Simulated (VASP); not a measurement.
All values below come from revTPSS meta-GGA, VASP's PBE PAW potentials (set 64) (plane waves; VASP 6.6.1).

VASP ran on this input.

File KPOINTS:
```
Automatic mesh
0
Gamma
6 6 6
0 0 0
```

**INCAR**
```
# general
SYSTEM  = PbF2
PREC    = Accurate
ENCUT   = 520
LREAL   = F
LASPH   = T

# electronic loop
EDIFF   = 1E-6
NELM    = 100
ALGO    = Normal
LMAXMIX = 4
LMIXTAU = T

# smearing
ISMEAR  = 0
SIGMA   = 0.05

# functional
METAGGA = RTPSS

# ions
IBRION  = 2
NSW     = 60
ISIF    = 3
EDIFFG  = -0.02

# output
LWAVE   = F
LCHARG  = F
```

### POSCAR
```
PbF2
1
    0.0000000000     2.9629092699     2.9629092699
    2.9629092699     0.0000000000     2.9629092699
    2.9629092699     2.9629092699    -0.0000000000
Pb F
1 2
Direct
  0.0000000000   0.0000000000   0.0000000000
  0.2500000000   0.2500000000   0.2500000000
  0.7500000000   0.7500000000   0.7500000000
```

POTCAR, in this order: Pb_d F (PBE.64 set). Program: vasp_std.

Output of the run:

File OUTCAR:
```
 ion  position               nearest neighbor table
   1  0.000  0.000  0.000-   3 2.57   3 2.57   3 2.57   2 2.57   3 2.57   2 2.57   2 2.57   2 2.57
  LATTYP: Found a face centered cubic cell.
 ALAT       =     5.9258185398
 Subroutine PRICEL returns:
 Original cell was already a primitive cell.
 Subroutine GETGRP returns: Found 48 space group operations
The static configuration has the point symmetry O_h .
The dynamic configuration has the point symmetry O_h .
 Subroutine INISYM returns: Found 48 space group operations
 Subroutine IBZKPT returns following result:
 Found     16 irreducible k-points:

 Following reciprocal coordinates:
            Coordinates               Weight
  0.000000  0.000000  0.000000      1.000000
  0.166667  0.000000  0.000000      8.000000
  0.333333  0.000000  0.000000      8.000000
  0.500000  0.000000  0.000000      4.000000
  0.166667  0.166667  0.000000      6.000000
  0.333333  0.166667  0.000000     24.000000
  0.500000  0.166667  0.000000     24.000000
 -0.333333  0.166667  0.000000     24.000000
 -0.166667  0.166667  0.000000     12.000000
  0.333333  0.333333  0.000000      6.000000
...
```

File OSZICAR:
```
       N       E                     dE             d eps       ncg     rms          rms(c)
DAV:   1     0.354041469053E+03    0.35404E+03   -0.15093E+04   576   0.178E+03
DAV:   2     0.635102570375E+02   -0.29053E+03   -0.28062E+03   668   0.470E+02
DAV:   3     0.379087998881E+02   -0.25601E+02   -0.25291E+02   670   0.156E+02
DAV:   4     0.371780692160E+02   -0.73073E+00   -0.72931E+00   658   0.261E+01
DAV:   5     0.371578930602E+02   -0.20176E-01   -0.20174E-01   642   0.408E+00    0.954E+00
DAV:   6     0.268940888144E+02   -0.10264E+02   -0.14425E+02   576   0.149E+02    0.103E+01
DAV:   7     0.265231994355E+02   -0.37089E+00   -0.15998E+00   588   0.151E+01    0.833E+00
DAV:   8     0.234546411763E+02   -0.30686E+01   -0.45722E+01   710   0.480E+01    0.131E+01
DAV:   9     0.263539588121E+02    0.28993E+01   -0.13262E+01   826   0.247E+01    0.333E+00
DAV:  10     0.263876133286E+02    0.33655E-01   -0.43962E-01   596   0.470E+00    0.267E+00
DAV:  11     0.264325221463E+02    0.44909E-01   -0.83052E-02   716   0.287E+00    0.162E+00
DAV:  12     0.264546064107E+02    0.22084E-01   -0.52641E-01   584   0.796E+00    0.904E-01
DAV:  13     0.263903050563E+02   -0.64301E-01   -0.41445E-02   602   0.192E+00    0.820E-01
DAV:  14     0.263909548114E+02    0.64976E-03   -0.86888E-02   656   0.285E+00    0.320E-01
DAV:  15     0.263902061548E+02   -0.74866E-03   -0.57464E-03   584   0.707E-01    0.134E-01
DAV:  16     0.263902348857E+02    0.28731E-04   -0.11406E-03   612   0.279E-01    0.508E-02
DAV:  17     0.263902606773E+02    0.25792E-04   -0.53446E-04   594   0.205E-01    0.153E-02
DAV:  18     0.263901759042E+02   -0.84773E-04   -0.36882E-05   576   0.634E-02    0.539E-03
DAV:  19     0.263901727226E+02   -0.31815E-05   -0.14306E-05   652   0.452E-02    0.622E-03
DAV:  20     0.263901727903E+02    0.67640E-07   -0.28132E-06   442   0.190E-02
   1 F= 0.26390173E+02 E0= 0.26390173E+02  d E =0.263902E+02
```

### OUTCAR
```
------------------------ aborting loop because EDIFF is reached ----------------------------------------
  FORCE on cell =-STRESS in cart. coord.  units (eV):
  Direction    XX          YY          ZZ          XY          YZ          ZX
  --------------------------------------------------------------------------------------
  Total        0.0358106      0.0358106      0.0358106     -0.0000000      0.0000000      0.0000000
  in kB        1.1029031      1.1029031      1.1029031     -0.0000000      0.0000000      0.0000000
  external PRESSURE =       1.1029031 kB  Pullay stress =       0.0000000 kB
  volume of cell :       52.02
      direct lattice vectors                 reciprocal lattice vectors
     0.000000000  2.962909270  2.962909270    -0.168753058  0.168753058  0.168753058
     2.962909270  0.000000000  2.962909270     0.168753058 -0.168753058  0.168753058
     2.962909270  2.962909270  0.000000000     0.168753058  0.168753058 -0.168753058
 POSITION                                       TOTAL-FORCE (eV/Angst)
 -----------------------------------------------------------------------------------
      0.00000      0.00000      0.00000         0.000000     -0.000000      0.000000
      1.48145      1.48145      1.48145        -0.000000     -0.000000     -0.000000
      4.44436      4.44436      4.44436         0.000000      0.000000      0.000000
 -----------------------------------------------------------------------------------
    total drift:                                0.000000     -0.000000      0.000000
  FREE ENERGIE OF THE ION-ELECTRON SYSTEM (eV)
  ---------------------------------------------------
  free  energy   TOTEN  =        26.3901727903 eV

  energy  without entropy=       26.3901727903  energy(sigma->0) =       26.39017279

 reached required accuracy - stopping structural energy minimisation
```
(Selected blocks of OUTCAR.)

The compound is PbF2 in the fluorite structure, the β form. It was relaxed first. The start is the result of an earlier pass.
